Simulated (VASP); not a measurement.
Data:

```
CELL_PARAMETERS angstrom
      2.23401    -3.83436     0.00000
      2.23401     3.83436     0.00000
      0.00000     0.00000     4.57724
ATOMIC_POSITIONS crystal
  Ga 0.15563 0.84437 0.91747
  Ga 0.34437 0.65563 0.41747
  Ga 0.65563 0.34437 0.58253
  Ga 0.84437 0.15563 0.08253
```

Computed with optB86b-vdW, VASP's PBE PAW potentials (set 64) (plane waves; VASP 6.6.1). Run with 520 eV cut-off, 7×7×6 Γ-centred mesh, first-order Methfessel-Paxton smearing of 0.10 eV, potentials Ga_d.

Task: What does the run give for the energy per atom (σ→0), band gap (on the k-mesh) with the smallest direct gap where there is one?

Result: 
| Property | Result |
|---|---|
| band gap (on the k-mesh) | none (metal, semimetal or under 0.01 eV) |
| energy per atom (σ→0) | 0.418 eV/atom |

Total energies compare only between runs with the same potentials, cut-off and functional.

The compound is Ga in the alpha structure. It was relaxed first. The start is the result of an earlier pass.
